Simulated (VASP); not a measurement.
Calculation: PBE GGA, VASP's PBE PAW potentials (set 64) (plane waves; VASP).

VASP ran on this input.

### KPOINTS
```
kpoints
0
gamma
  6 6 6
```

INCAR:
```
ISIF = 2   ! forces and stress, cell fixed
ENCUT = 400   ! plane-wave cut-off (eV)
LASPH = .TRUE.
ALGO = Normal   ! blocked Davidson
LCHARG = .FALSE.
ISMEAR = -4
LWAVE = .FALSE.
LREAL = .FALSE.
LMAXMIX = 4
SYSTEM = PbTe
EDIFF = 1E-6   ! SCF stop (eV)
NELM = 100   ! most electronic steps
PREC = Accurate
GGA = PE   ! PBE
```

### POSCAR
```
PbTe
1
    0.0000000000     3.2946000000     3.2946000000
    3.2946000000     0.0000000000     3.2946000000
    3.2946000000     3.2946000000     0.0000000000
Te Pb
1 1
Direct
  0.5000000000   0.5000000000   0.5000000000
  0.0000000000   0.0000000000   0.0000000000
```

POTCAR, in this order: Te Pb_d (PBE.64 set). Program: vasp_std.

What VASP printed:

File OSZICAR:
```
       N       E                     dE             d eps       ncg     rms          rms(c)
DAV:   1     0.141588751996E+03    0.14159E+03   -0.79964E+03   448   0.110E+03
DAV:   2     0.268956760502E+01   -0.13890E+03   -0.13687E+03   484   0.304E+02
DAV:   3    -0.742284475043E+01   -0.10112E+02   -0.10087E+02   598   0.899E+01
DAV:   4    -0.766146860769E+01   -0.23862E+00   -0.23856E+00   500   0.178E+01
DAV:   5    -0.767215487302E+01   -0.10686E-01   -0.10686E-01   612   0.334E+00    0.297E+00
DAV:   6    -0.752468079508E+01    0.14747E+00   -0.36489E-01   598   0.452E+00    0.185E+00
DAV:   7    -0.752103296192E+01    0.36478E-02   -0.99824E-02   548   0.174E+00    0.891E-01
DAV:   8    -0.752323129267E+01   -0.21983E-02   -0.10767E-02   484   0.119E+00    0.147E-01
DAV:   9    -0.752317339698E+01    0.57896E-04   -0.14915E-03   660   0.408E-01    0.541E-02
DAV:  10    -0.752321458595E+01   -0.41189E-04   -0.16716E-04   480   0.101E-01    0.245E-02
DAV:  11    -0.752322426075E+01   -0.96748E-05   -0.32760E-05   520   0.476E-02    0.106E-02
DAV:  12    -0.752322461757E+01   -0.35681E-06   -0.16652E-06   524   0.160E-02
   1 F= -.75232246E+01 E0= -.75232246E+01  d E =0.000000E+00
```

OUTCAR:
```
------------------------ aborting loop because EDIFF is reached ----------------------------------------
  FORCE on cell =-STRESS in cart. coord.  units (eV):
  Direction    XX          YY          ZZ          XY          YZ          ZX
  --------------------------------------------------------------------------------------
  Total       -0.1822032     -0.1822032     -0.1822032      0.0000000      0.0000000     -0.0000000
  in kB       -4.0815809     -4.0815809     -4.0815809      0.0000000      0.0000000     -0.0000000
  external PRESSURE =      -4.0815809 kB  Pullay stress =       0.0000000 kB
  volume of cell :       71.52
      direct lattice vectors                 reciprocal lattice vectors
     0.000000000  3.294600000  3.294600000    -0.151763492  0.151763492  0.151763492
     3.294600000  0.000000000  3.294600000     0.151763492 -0.151763492  0.151763492
     3.294600000  3.294600000  0.000000000     0.151763492  0.151763492 -0.151763492
  FREE ENERGIE OF THE ION-ELECTRON SYSTEM (eV)
  ---------------------------------------------------
  free  energy   TOTEN  =        -7.5232246176 eV

  energy  without entropy=       -7.5232246176  energy(sigma->0) =       -7.52322462
```
(Selected blocks of OUTCAR.)

The compound is PbTe in the rock salt structure. The cell was not relaxed at this level. The run is one of a series of settings (ISMEAR = -4, SIGMA removed against the base run), some of them coarse on purpose.
